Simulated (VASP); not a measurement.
Input of a VASP 6.6.1 run:

INCAR

```
PREC     = Accurate       # precision mode
ENCUT    = 350            # plane-wave cutoff, eV
EDIFF    = 1E-6           # SCF threshold, eV
ISMEAR   = 1              # smearing method
SIGMA    = 0.1            # smearing width, eV
LREAL    = F              # projectors in reciprocal space
LASPH    = T              # aspherical terms in the spheres
NELM     = 80             # most SCF steps
ALGO     = Normal         # electronic algorithm
ISIF     = 2              # what is computed and relaxed
LWAVE    = F              # write WAVECAR
LCHARG   = F              # write CHGCAR
GGA      = PS             # functional
IBRION   = 2              # ionic algorithm
NSW      = 40             # ionic steps
EDIFFG   = -0.02          # ionic threshold
```

Contents of KPOINTS:

```
regular mesh
0
Gamma
  3 3 3
```

File POSCAR:

```
Cu63W
1.0
    0.0000000000      7.1280000000      7.1280000000
    7.1280000000      0.0000000000      7.1280000000
    7.1280000000      7.1280000000      0.0000000000
W Cu
1 63
Direct
    0.0000000000      0.0000000000      0.0000000000
    0.0000000000      0.0000000000      0.2500000000
    0.0000000000      0.0000000000      0.5000000000
    0.0000000000      0.0000000000      0.7500000000
    0.0000000000      0.2500000000      0.0000000000
    0.0000000000      0.2500000000      0.2500000000
    0.0000000000      0.2500000000      0.5000000000
    0.0000000000      0.2500000000      0.7500000000
    0.0000000000      0.5000000000      0.0000000000
    0.0000000000      0.5000000000      0.2500000000
    0.0000000000      0.5000000000      0.5000000000
    0.0000000000      0.5000000000      0.7500000000
    0.0000000000      0.7500000000      0.0000000000
    0.0000000000      0.7500000000      0.2500000000
    0.0000000000      0.7500000000      0.5000000000
    0.0000000000      0.7500000000      0.7500000000
    0.2500000000      0.0000000000      0.0000000000
    0.2500000000      0.0000000000      0.2500000000
    0.2500000000      0.0000000000      0.5000000000
    0.2500000000      0.0000000000      0.7500000000
    0.2500000000      0.2500000000      0.0000000000
    0.2500000000      0.2500000000      0.2500000000
    0.2500000000      0.2500000000      0.5000000000
    0.2500000000      0.2500000000      0.7500000000
    0.2500000000      0.5000000000      0.0000000000
    0.2500000000      0.5000000000      0.2500000000
    0.2500000000      0.5000000000      0.5000000000
    0.2500000000      0.5000000000      0.7500000000
    0.2500000000      0.7500000000      0.0000000000
    0.2500000000      0.7500000000      0.2500000000
    0.2500000000      0.7500000000      0.5000000000
    0.2500000000      0.7500000000      0.7500000000
    0.5000000000      0.0000000000      0.0000000000
    0.5000000000      0.0000000000      0.2500000000
    0.5000000000      0.0000000000      0.5000000000
    0.5000000000      0.0000000000      0.7500000000
    0.5000000000      0.2500000000      0.0000000000
    0.5000000000      0.2500000000      0.2500000000
    0.5000000000      0.2500000000      0.5000000000
    0.5000000000      0.2500000000      0.7500000000
    0.5000000000      0.5000000000      0.0000000000
    0.5000000000      0.5000000000      0.2500000000
    0.5000000000      0.5000000000      0.5000000000
    0.5000000000      0.5000000000      0.7500000000
    0.5000000000      0.7500000000      0.0000000000
    0.5000000000      0.7500000000      0.2500000000
    0.5000000000      0.7500000000      0.5000000000
    0.5000000000      0.7500000000      0.7500000000
    0.7500000000      0.0000000000      0.0000000000
    0.7500000000      0.0000000000      0.2500000000
    0.7500000000      0.0000000000      0.5000000000
    0.7500000000      0.0000000000      0.7500000000
    0.7500000000      0.2500000000      0.0000000000
    0.7500000000      0.2500000000      0.2500000000
    0.7500000000      0.2500000000      0.5000000000
    0.7500000000      0.2500000000      0.7500000000
    0.7500000000      0.5000000000      0.0000000000
    0.7500000000      0.5000000000      0.2500000000
    0.7500000000      0.5000000000      0.5000000000
    0.7500000000      0.5000000000      0.7500000000
    0.7500000000      0.7500000000      0.0000000000
    0.7500000000      0.7500000000      0.2500000000
    0.7500000000      0.7500000000      0.5000000000
    0.7500000000      0.7500000000      0.7500000000
```

Potentials or basis: VASP PAW PBE potentials, release 64 (W_sv, Cu).

Launch:

```bash
$ cat potpaw_PBE.64/W_sv/POTCAR potpaw_PBE.64/Cu/POTCAR > POTCAR
$ mpirun -np 1 vasp_std > vasp.out
```

Question: Estimate the energy gained by relaxing.

Answer: 1.4 meV/atom.

Question: Predict the band gap on the k mesh.

Answer: None (metal or under the smearing width).

The path:
```
step  energy change (eV)  largest force (eV/Å)  pressure (GPa)
   1              0.0000                0.4180            2.12
   2             -0.0749                0.1543            2.04
   3             -0.0892                0.0579            1.97
   4             -0.0892                0.0582            1.98
   5             -0.0923                0.0196            1.99
```

Caveat: the cutoff is under 1.25 times the usual one of these potentials, so pressure, stress and relaxed cells hold a basis-set (Pulay) error; the PAW data sets were made with another functional, which shifts forces and pressure a little. The run has no spin-orbit coupling, so splittings on W are missing.
